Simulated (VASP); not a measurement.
# NbB8 (Im-3m) in VASP: a series of runs, part 2 of 2

VASP 6.6.1. The steps go on from the part before.

## Step 3: Relaxation of cell and atoms, PBE (random cell by space group and Wyckoff sites (Im-3m, No. 229))

INCAR reads:

```
SYSTEM = NbB8
PREC     = Accurate       ! precision mode
ENCUT    = 600            ! plane-wave cutoff, eV
EDIFF    = 1E-6           ! SCF threshold, eV
ISMEAR   = 0              ! smearing method
SIGMA    = 0.1            ! smearing width, eV
LREAL    = .FALSE.        ! projectors in reciprocal space
LASPH    = .TRUE.         ! aspherical terms in the spheres
NELM     = 80             ! most SCF steps
ALGO     = Fast           ! electronic algorithm
ISIF     = 3              ! what is computed and relaxed
LWAVE    = .FALSE.        ! write WAVECAR
LCHARG   = .FALSE.        ! write CHGCAR
GGA      = PE             ! functional
IBRION   = 2              ! ionic algorithm
NSW      = 100            ! ionic steps
EDIFFG   = -0.01          ! ionic threshold
```

KPOINTS reads:

```
regular mesh
0
G
  8 8 8
  0 0 0
```

POSCAR reads:

```
NbB8
1.0
   -3.3870580015      3.3870580015      3.3870580015
    3.3870580015     -3.3870580015      3.3870580015
    3.3870580015      3.3870580015     -3.3870580015
Nb B
1 8
Direct
    0.0000000000      0.0000000000      0.0000000000
    0.6384362666      0.6384362666      0.6384362666
    0.0000000000      0.0000000000      0.3615637334
    0.0000000000      0.3615637334      0.0000000000
    0.3615637334      0.0000000000      0.0000000000
    0.0000000000      0.0000000000      0.6384362666
    0.3615637334      0.3615637334      0.3615637334
    0.0000000000      0.6384362666      0.0000000000
    0.6384362666      0.0000000000      0.0000000000
```

Potentials or basis: VASP PAW PBE potentials, release 64 (Nb_sv, B).

Launch:

```bash
$ cat potpaw_PBE.64/Nb_sv/POTCAR potpaw_PBE.64/B/POTCAR > POTCAR
$ mpirun -np 1 vasp_std > vasp.out
```

Wall time 3.4 min (1 thread of AMD EPYC 9R14 (Zen 4), shared host); peak memory 0.37 GiB.

Results (log left out):

| Item | Value |
| --- | --- |
| Free energy | -51.2961 eV |
| Relaxed volume | 17.24 Å³/atom |
| Relaxed cell | a = 5.863 Å, b = 5.863 Å, c = 5.863 Å, α = 109.47°, β = 109.47°, γ = 109.47° |
| Space group after relaxing (to 0.05 Å) | Im-3m (No. 229) |
| Energy gained by relaxing | 0.0 meV/atom |
| Ionic steps | 2 |
| Pressure after relaxing | 0.1 GPa |
| Largest force after relaxing | 0.007 eV/Å |
| Band gap on the k mesh | none (metal or under the smearing width) |

Forces on the atoms (eV/Å):
```
Nb   0.000  0.000  0.000
B    0.004  0.004  0.004
B   -0.004 -0.004  0.004
B   -0.004  0.004 -0.004
B    0.004 -0.004 -0.004
B    0.004  0.004 -0.004
B   -0.004 -0.004 -0.004
B    0.004 -0.004  0.004
B   -0.004  0.004  0.004
```

Final structure:
```
Nb B
1.0
    -3.38489    3.38489    3.38489
     3.38489   -3.38489    3.38489
     3.38489    3.38489   -3.38489
Nb B
1 8
Direct
  0.00000 0.00000 0.00000
  0.63841 0.63841 0.63841
  0.00000 0.00000 0.36159
  0.00000 0.36159 0.00000
  0.36159 0.00000 0.00000
  0.00000 0.00000 0.63841
  0.36159 0.36159 0.36159
  0.00000 0.63841 0.00000
  0.63841 0.00000 0.00000
```

Levels at points of the mesh, in eV from the Fermi level:
| k point | band 17 | band 18 | band 19 | band 20 | band 21 | band 22 |
| --- | --- | --- | --- | --- | --- | --- |
| (0.00, 0.00, 0.00) | -1.62 | -1.44 | -1.44 | -1.44 | 2.30 | 2.30 |
| (0.50, 0.00, 0.00) | -1.32 | -0.84 | 0.12 | 0.90 | 1.80 | 2.58 |
| (0.50, 0.50, 0.50) | -0.65 | 1.87 | 1.87 | 1.87 | 2.84 | 2.84 |

## Step 4: Single point, PBE (random cell by space group and Wyckoff sites (Im-3m, No. 229))

INCAR reads:

```
SYSTEM = NbB8
  PREC = Accurate
  ENCUT = 520
  EDIFF = 1E-6
  ISMEAR = 0
  SIGMA = 0.1
  LREAL = .FALSE.
  LASPH = .TRUE.
  NELM = 100
  ALGO = Fast
  ISIF = 2
  LWAVE = .FALSE.
  LCHARG = .FALSE.
  GGA = PE
  NBANDS = 28
```

KPOINTS reads:

```
regular mesh
0
G
  6 6 6
  0 0 0
```

POSCAR is that of step 3.

Launch:

```bash
$ cat potpaw_PBE.64/Nb_sv/POTCAR potpaw_PBE.64/B/POTCAR > POTCAR
$ mpirun -np 1 vasp_std > vasp.out
```

Wall time 1.8 min (1 thread of AMD EPYC 9R14 (Zen 4), shared host); peak memory 0.31 GiB.

The run converged. Its results:

| Item | Value |
| --- | --- |
| Free energy | -51.2809 eV |
| Pressure | -0.1 GPa |
| Largest force | 0.020 eV/Å |
| Band gap on the k mesh | none (metal or under the smearing width) |

Forces in eV/Å, atoms in the order of the input:
```
Nb   0.000  0.000  0.000
B    0.011  0.011  0.011
B   -0.011 -0.011  0.011
B   -0.011  0.011 -0.011
B    0.011 -0.011 -0.011
B    0.011  0.011 -0.011
B   -0.011 -0.011 -0.011
B    0.011 -0.011  0.011
B   -0.011  0.011  0.011
```

Levels at points of the mesh, in eV from the Fermi level:
| k point | band 17 | band 18 | band 19 | band 20 | band 21 | band 22 |
| --- | --- | --- | --- | --- | --- | --- |
| (0.00, 0.00, 0.00) | -1.60 | -1.43 | -1.43 | -1.43 | 2.30 | 2.30 |
| (0.50, 0.00, 0.00) | -1.32 | -0.83 | 0.13 | 0.90 | 1.81 | 2.57 |
| (0.50, 0.50, 0.50) | -0.64 | 1.87 | 1.87 | 1.87 | 2.84 | 2.84 |

## Step 5: Relaxation of cell and atoms, PBE (random cell by space group and Wyckoff sites (Im-3m, No. 229))

INCAR reads:

```
PREC = Accurate
ENCUT = 600
EDIFF = 1E-6
ISMEAR = 0
SIGMA = 0.1
LREAL = False
LASPH = True
NELM = 100
ALGO = Normal
ISIF = 3
LWAVE = False
LCHARG = False
GGA = PE
IBRION = 2
NSW = 90
EDIFFG = -0.04
```

KPOINTS reads:

```
regular mesh
0
Gamma
  6 6 6
```

POSCAR reads:

```
NbB8
1.0
   -2.5223536100      2.5223536100      2.5223536100
    2.5223536100     -2.5223536100      2.5223536100
    2.5223536100      2.5223536100     -2.5223536100
Nb B
1 8
Direct
    0.0000000000      0.0000000000      0.0000000000
    0.6507047800      0.6507047800      0.6507047800
    0.0000000000      0.0000000000      0.3492952200
    0.0000000000      0.3492952200      0.0000000000
    0.3492952200      0.0000000000      0.0000000000
    0.0000000000      0.0000000000      0.6507047800
    0.3492952200      0.3492952200      0.3492952200
    0.0000000000      0.6507047800      0.0000000000
    0.6507047800      0.0000000000      0.0000000000
```

Launch:

```bash
$ cat potpaw_PBE.64/Nb_sv/POTCAR potpaw_PBE.64/B/POTCAR > POTCAR
$ mpirun -np 1 vasp_std > vasp.out
```

Run time: 7.9 min. Hardware: 1 thread of AMD EPYC 9R14 (Zen 4), shared host; peak memory 0.19 GiB.

It converged, with:

* Free energy: -51.1527 eV
* Relaxed volume: 17.16 Å³/atom
* Relaxed cell: a = 5.855 Å, b = 5.855 Å, c = 5.855 Å, α = 109.47°, β = 109.47°, γ = 109.47°
* Space group after relaxing (to 0.05 Å): Im-3m (No. 229)
* Energy gained by relaxing: 5144.4 meV/atom
* Ionic steps: 23
* Pressure after relaxing: 0.0 GPa
* Largest force after relaxing: 0.004 eV/Å
* Band gap on the k mesh: none (metal or under the smearing width)

Forces on the atoms (eV/Å):
```
Nb   0.000  0.000  0.000
B    0.002  0.002  0.002
B   -0.002 -0.002  0.002
B   -0.002  0.002 -0.002
B    0.002 -0.002 -0.002
B    0.002  0.002 -0.002
B   -0.002 -0.002 -0.002
B    0.002 -0.002  0.002
B   -0.002  0.002  0.002
```

The path:
| step | energy change (eV) | largest force (eV/Å) | pressure (GPa) | volume (Å³) |
| --- | --- | --- | --- | --- |
| 1 | 0.0000 | 9.3611 | 297.94 | 64.19 |
| 2 | 158.4178 | 173.1341 | 73.36 | 283.07 |
| 3 | 15.1274 | 74.7903 | 172.44 | 98.25 |
| 4 | 11.4918 | 68.3442 | 191.17 | 90.52 |
| 5 | -6.4300 | 53.6805 | 112.27 | 111.31 |
| 6 | -27.0005 | 27.1188 | 19.35 | 178.12 |
| 7 | -28.7420 | 20.9090 | 6.12 | 206.83 |
| 8 | -28.9231 | 18.3052 | 1.45 | 222.28 |
| 9 | -31.7288 | 17.2396 | 2.05 | 207.60 |
| 10 | -38.3844 | 14.4195 | 8.00 | 167.49 |
| 11 | -37.0370 | 6.5443 | 69.65 | 103.44 |
| 12 | -40.3074 | 12.7272 | 27.77 | 133.45 |
| 13 | -40.1408 | 11.0333 | 38.88 | 122.73 |
| 14 | -42.9761 | 6.9096 | 26.88 | 128.78 |
| 15 | -45.8200 | 1.5028 | 9.88 | 141.54 |
| 16 | -46.1964 | 0.0260 | 4.77 | 147.34 |
| 17 | -46.2422 | 0.5722 | 2.59 | 150.32 |
| 18 | -46.2413 | 0.6793 | 2.20 | 150.91 |
| 19 | -46.2606 | 0.5864 | 1.61 | 151.81 |
| 20 | -46.2921 | 0.3171 | -0.06 | 154.53 |
| 21 | -46.2940 | 0.2382 | -0.55 | 155.37 |
| 22 | -46.2975 | 0.1473 | -0.34 | 155.03 |
| 23 | -46.2996 | 0.0038 | 0.02 | 154.48 |

Final structure:
```cif
data_structure
_symmetry_space_group_name_H-M 'P 1'
_symmetry_Int_Tables_number 1
_cell_length_a 5.8546
_cell_length_b 5.8546
_cell_length_c 5.8546
_cell_angle_alpha 109.471
_cell_angle_beta 109.471
_cell_angle_gamma 109.471
_cell_volume 154.48
loop_
_atom_site_label
_atom_site_type_symbol
_atom_site_fract_x
_atom_site_fract_y
_atom_site_fract_z
_atom_site_occupancy
Nb1 Nb 0.00000 0.00000 0.00000 1
B1 B 0.63848 0.63848 0.63848 1
B2 B 0.00000 0.00000 0.36152 1
B3 B 0.00000 0.36152 0.00000 1
B4 B 0.36152 0.00000 0.00000 1
B5 B 0.00000 0.00000 0.63848 1
B6 B 0.36152 0.36152 0.36152 1
B7 B 0.00000 0.63848 0.00000 1
B8 B 0.63848 0.00000 0.00000 1
```

Levels at points of the mesh, in eV from the Fermi level:
```tsv
k point	band 17	band 18	band 19	band 20	band 21	band 22
(0.00, 0.00, 0.00)	-1.62	-1.44	-1.44	-1.44	2.32	2.32
(0.50, 0.00, 0.00)	-1.31	-0.83	0.13	0.91	1.82	2.58
(0.50, 0.50, 0.50)	-0.62	1.89	1.89	1.89	3.18	3.18
```

Caveat: the volume moved by over 15 % at a fixed basis, so the end points are rough.

## Step 6: Summary

| task | cell | k mesh | cutoff (eV) | gap on the mesh (eV) | pressure (GPa) | relaxed volume (Å³/atom) | largest force (eV/Å) |
| --- | --- | --- | --- | --- | --- | --- | --- |
| single point | random cell by space group and Wyckoff sites (Im-3m, No. 229) | 8 × 8 × 8 | 520 | none | -0.2 | - | 0.02 |
| relaxation of cell and atoms | relaxed from: random cell by space group and Wyckoff sites (Im-3m, No. 229) | 8 × 8 × 8 | 600 | none | 0.1 | 17.24 | 0.01 |
| single point | random cell by space group and Wyckoff sites (Im-3m, No. 229) | 6 × 6 × 6 | 520 | none | -0.1 | - | 0.02 |
| relaxation of cell and atoms | relaxed from: random cell by space group and Wyckoff sites (Im-3m, No. 229) | 6 × 6 × 6 | 600 | none | 0.0 | 17.16 | - |

Alike in all rows: level PBE; potentials or basis VASP PAW PBE potentials, release 64 (Nb_sv, B); no spin polarisation; smearing gaussian 0.1 eV.

Caveats: the volume moved by over 15 % at a fixed basis, so the end points are rough (some runs).

Total energies depend on the potentials used, so only differences within one code and one set of settings carry meaning.
